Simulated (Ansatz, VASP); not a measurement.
# AlNi: VASP beside Ansatz, part 2 of 2

Aim: how closely do two programs agree when they are given the same cell, functional and k mesh? The cell is taken from a series of runs on this material, whose earlier steps may have relaxed, scaled, displaced or heated it; both programs get it as it stands.

VASP 6.6.1 and Ansatz 0.2.0.

So far: Starting point; VASP: zone-centre phonons, PBEsol.

**3. Ansatz: zone-centre phonons, PBEsol**

Level of this step: Ansatz beside VASP: Kohn-Sham DFT, plane waves, PBEsol (Ansatz).

Ansatz runs on its PAW soft_1 files.

The same cell, functional, mesh and smearing now go to Ansatz, which takes its cutoff from its data sets.

input.yaml reads:

```yaml
crystal:
  lattice:
    - [2.8771533505, 0.0132031264, 0.0]
    - [0.0132031264, 2.8771533505, 0.0]
    - [0.0, 0.0, 2.8441177733]
  atoms:
    - { symbol: Al, position: [0.0, 0.0, 0.0] }
    - { symbol: Ni, position: [0.5, 0.5, 0.5] }
kpoints:
  mp_grid: { grid: [16, 16, 16] }
hamiltonian:
  xc: pbesol
  pseudopotentials: { kind: paw, azcp: { folder: soft_1 }, xc_functional: pbe }
scf:
  occupations: { method: methfessel_paxton, width: 0.2 }
output:
  eigenvalues: true
phonons:
  method: dfpt
```

Started as:

```
$ ansatz run input.yaml --threads 4 --pin off --max-ram 10240MiB --backend cpu --events-out ev --progress --plain --runs-dir out
```

Numbers of over 12 decimals in the logs are rounded to 6 here.

What it wrote:

```text
zone centre: on kpoints.mp_grid the ground state, and the responses unless they are solved on pairs of k-points, stand on 1170 of the mesh's 4096 k-points, reduced under 4 symmetry operations, with k and −k counted as one. Each operation leaves every solved displacement unchanged or reverses it
Engine: ansatz 0.2.0, x86_64-unknown-linux-gnu
Pseudopotentials: kind: paw
Pseudopotential: Al, paw, valence charge 3, recommended cutoff 420 eV (normal), soft_1/Al.paw.azcp
Pseudopotential: Ni, paw, valence charge 18, recommended cutoff 420 eV (normal), soft_1/Ni.paw.azcp
Functional definition: PBEsol
  exchange = pbesol_x
  correlation = pbesol_c
Crystal: 2 atoms, lattice volume = 23.543 Å³
Basis set: ecut = 420 eV, 461 PW (Γ), exchange–correlation on 40×40×40 points (8 copies of the dense FFT grid, shifted against one another)
Bands: 15, of which v1, the nominal top of the filled ones, is band 11 counted from 1 (10 counted from 0)
Symmetry: 8 space group operations
k-points: 1170 of 4096 (irreducible under 4 space group operations)
Non-local potential: Al, projectors of the file, l = 0: 2, l = 1: 2, l = 2: 1
Non-local potential: Ni, projectors of the file, l = 0: 3, l = 1: 2, l = 2: 3, l = 3: 1
PAW form: soft (Blöchl's): semilocal exchange-correlation on the pseudo side does not see the compensation charge
PAW frozen core: Al, regenerated for the run's functional, and the local potential with it (the file was generated under x = pbe(κ = 0.804, μ = 0.219515), c = pbe(β = 0.066725))
PAW frozen core: Ni, regenerated for the run's functional, and the local potential with it (the file was generated under x = pbe(κ = 0.804, μ = 0.219515), c = pbe(β = 0.066725))
PAW one-centre angular grid: Al, 110 points (default); XC on 64 Gauss nodes
PAW one-centre angular grid: Ni, 590 points (default); XC on 64 Gauss nodes
Initial density: superposition of atomic densities (chi_scale 0.1, normalization cell, long waves kept (reshape's long-wave potential 0.00 eV rms))
Initial wavefunctions: pseudopotential atomic-orbital guess
Functional: x = pbesol(κ = 0.804, μ = 0.123457), c = pbesol(β = 0.046)
SCF iter   1: F=—  HF=-6331.235059 eV  |F-HF|=—  |Δ(HF+E_count)|=         —  Δρ=7.80e-2  dr2=1.45e0  ethr=3.10e-3  ⟨swp⟩=4.0  Hψ=77640  notcnv=0
preconditioner: auto → none  [metal: Δε(μ)=0.020 eV  Ē_g=10.233 eV  σ=0.200 eV  W_gap=0.08  n_scr=6 (ndim 8)  ℏωp=27.6 eV  f_vac=0.000  D(μ)=0.58/eV (n_scr^D=0)  sad-step TF]
SCF iter   2: F=—  HF=-6331.081918 eV  |F-HF|=—  |Δ(HF+E_count)|=   1.53e-1  S|Δr|=    0.00e0  Δρ=5.78e-2  dr2=8.58e-1  ethr=3.10e-3  ⟨swp⟩=2.0  Hψ=31462  notcnv=0  defer=264
SCF iter   3: F=—  HF=-6330.891241 eV  |F-HF|=—  |Δ(HF+E_count)|=   1.91e-1  S|Δr|=    0.00e0  Δρ=2.24e-2  dr2=1.06e-1  ethr=3.10e-3  ⟨swp⟩=2.0  Hψ=22255  notcnv=0  defer=264
SCF iter   4: F=—  HF=-6330.873000 eV  |F-HF|=—  |Δ(HF+E_count)|=   1.82e-2  S|Δr|=    0.00e0  Δρ=5.28e-3  dr2=3.79e-3  ethr=5.04e-4  ⟨swp⟩=2.0  Hψ=30591  notcnv=0  defer=244
SCF iter   5: F=—  HF=-6330.872791 eV  |F-HF|=—  |Δ(HF+E_count)|=   2.08e-4  S|Δr|=    0.00e0  Δρ=4.61e-4  dr2=2.24e-5  ethr=1.81e-5  ⟨swp⟩=2.3  Hψ=23838  notcnv=0  defer=243
SCF iter   6: F=—  HF=-6330.872781 eV  |F-HF|=—  |Δ(HF+E_count)|=   1.09e-5  S|Δr|=    0.00e0  Δρ=9.59e-5  dr2=1.09e-6  ethr=1.07e-7  ⟨swp⟩=2.0  Hψ=29684  notcnv=0  defer=243
SCF iter   7: F=—  HF=-6330.872788 eV  |F-HF|=—  |Δ(HF+E_count)|=   7.82e-6  S|Δr|=    0.00e0  Δρ=1.09e-5  dr2=1.77e-8  ethr=5.19e-9  ⟨swp⟩=2.3  Hψ=25123  notcnv=0  defer=243
SCF iter   8: F=—  HF=-6330.872788 eV  |F-HF|=—  |Δ(HF+E_count)|=   3.34e-9  S|Δr|=    0.00e0  Δρ=1.06e-6  dr2=1.55e-10  ethr=8.42e-11  ⟨swp⟩=2.3  Hψ=25992  notcnv=0  defer=243
SCF iter   9: F=-6330.872788 eV  HF=-6330.872788 eV  |F-HF|=9.09e-13  |Δ(HF+E_count)|=  2.64e-11  S|Δr|=    0.00e0  Δρ=6.67e-8  dr2=7.17e-13  ethr=1.00e-12  ⟨swp⟩=6.1  Hψ=75486  notcnv=0
SCF 1 converged in 9 iterations: F = -6330.872788 eV  dr2 = 7.17e-13
  greatest PAW one-centre occupation: 1.001 electrons in one spin orbital (limit 2), on the Ni atom at site 1 (counted from 0), in its partial waves of l = 1
DFPT response loops at Γ: preconditioner auto → Kerker (q_TF=auto, 2.677 Å⁻¹) (partly filled bands, converged f_vac=0.000); β = 1.00, the filter's whole step (`scf.mixing.beta` (0.50) is not read by the response loops under this deck's `scf.mixing.preconditioner`; to damp them name `kerker` or `kerker_dos`, under which they read `scf.mixing.beta`, and type it under 1.00, their step now; both keys bind the ground state too); Broyden in place of MSR1
SCF converged after 9 iterations
Stability not checked: this state was not tested for a lower state beside it, because cold or Methfessel-Paxton smearing, or corrected tetrahedra, fill the levels in a way that the test cannot read (fill_not_monotonic; see scf.lower_state_search)
Free energy (F): -6330.872788 eV
Harris-Foulkes:  -6330.872788 eV  (|F-HF|=9.09e-13)
Internal energy: -6330.873710 eV  (E = F + TS)
E sigma→0 (E₀):  -6330.873019 eV
Entropy (-TS):   0.000921 eV (0.461 meV/atom)
Fermi energy:    14.004484 eV
--- Per-component energies (eV) ---
  E_band       = -335.108446
  E_kinetic    = 368.969985
  E_local      = -3725.230935  (includes V_loc(G=0)·N_el)
  E_nonlocal   = -105.515833
  E_hartree    = 1954.108266
  E_xc         = -151.673836
  E_vxc        = -177.473342  (∫ρ·V_xc dr)
  E_paw        = -2080.790565  (= ΣΔE_a)
  E_vpaw       = -604.075578  (= ΣTr[D̂ρ^β])
  E_aug_tail   = 0.000790  (compensation charges beyond the density's cutoff)
  E_ewald      = -2590.958010
  E_core_change = 0.216428  (= ΣΔE_core)
  E_smearing   = 0.000921  (= −TS)
  E_closure    = -0.000000  (closes the sum)
  Σ components = -6330.872788   (vs F -6330.872788, Δ=0.00e0)
--- Band table (eV; the first three rows and the last of 1170) ---
  k-point 0: bands = [... 7 lower, 12.4219, 12.4454, 12.4697, 19.3708, 19.4337, 19.8205, 22.1265, 22.2130]
  k-point 1: bands = [... 7 lower, 12.4107, 12.4256, 12.4357, 18.9805, 19.4696, 19.5315, 22.1307, 22.9544]
  k-point 2: bands = [... 7 lower, 12.3150, 12.3418, 12.4363, 17.5526, 19.7582, 19.8173, 22.1432, 24.0617]
  k-point 1169: bands = [... 7 lower, 13.0038, 13.0356, 15.8660, 15.9484, 15.9915, 17.8642, 18.4730, 18.5478]
--- Phonons (Γ-DFPT): 4 representative perturbations + reference, on 1170 of 4096 k-points (Σ response iterations 12) ---
  k mesh reduced under 4 symmetry operations, with k and −k counted as one. Each operation leaves every solved displacement unchanged or reverses it
  ASR residual: 3.561e-5 → 0.000e0 eV/Å²; symmetrization residual: 9.430e-7 eV/Å²
  ASR residual per site (eV/Å²): 1.11e-5 3.56e-5
  Γ frequencies (cm⁻¹): 0.00 0.00 0.00 293.07 298.98 305.98
  non-analytic LO–TO correction: not included (Born effective charges unavailable; polar crystals: no LO–TO splitting at Γ)
```

The column dr2 measures how far the density is from self-consistency, as an energy; F and HF (Harris–Foulkes) agree once it is small.

**4. Differences**

Known differences besides the potentials themselves: the data sets hold 21 valence electrons in Ansatz (on its PAW soft_1 files) and 13 in VASP; the cutoff is 420 eV in Ansatz and 600 eV in VASP; Ansatz makes its cores anew for this functional, VASP keeps those of its PBE data sets. Total energies have different zeros and are not compared.

The two programs side by side:

| quantity | Ansatz | VASP | difference |
| --- | --- | --- | --- |
| optical mode 1 (cm⁻¹) | 293.1 | 294.5 | -0.49 % |
| optical mode 2 (cm⁻¹) | 299.0 | 300.4 | -0.49 % |
| optical mode 3 (cm⁻¹) | 306.0 | 307.6 | -0.52 % |

Modes are paired by rising frequency, not by their patterns, so a pair may set unlike modes beside each other; they are those without the splitting of longitudinal modes.

**5. What came out**

| Property | Result |
| --- | --- |
| r.m.s. difference of the optical zone-centre modes, each program's sorted by frequency (zone-centre phonons, PBEsol) | 1.5 cm⁻¹ |
| difference in optical mode 3 (zone-centre phonons, PBEsol) | -0.5 % |

In words: The r.m.s. difference of the optical zone-centre modes, each program's sorted by frequency is 1.5 cm⁻¹ (zone-centre phonons, PBEsol). The data sets hold unlike numbers of valence electrons (21 in Ansatz and 13 in VASP), so part of the differences comes from the potentials. Among the rows given in per cent, the largest difference of the zone-centre phonons, PBEsol pair is in optical mode 3, -0.5 %. Such differences can come from data sets, numerical settings and the points named under the comparisons, not from the functional's error against experiment.

[Lines on the potential files, build, host, timing and source positions are cut from VASP's logs without a mark.]

[Logs are printed without paths, hosts, clocks, repeated set-up lines and the standing remarks that a program may print on its own settings, such as how far it seeks lower states.]

[Hosts, paths, dates, database ids (printed as entryN), source tags and the programs' standing remarks are cut or masked in the printed files.]
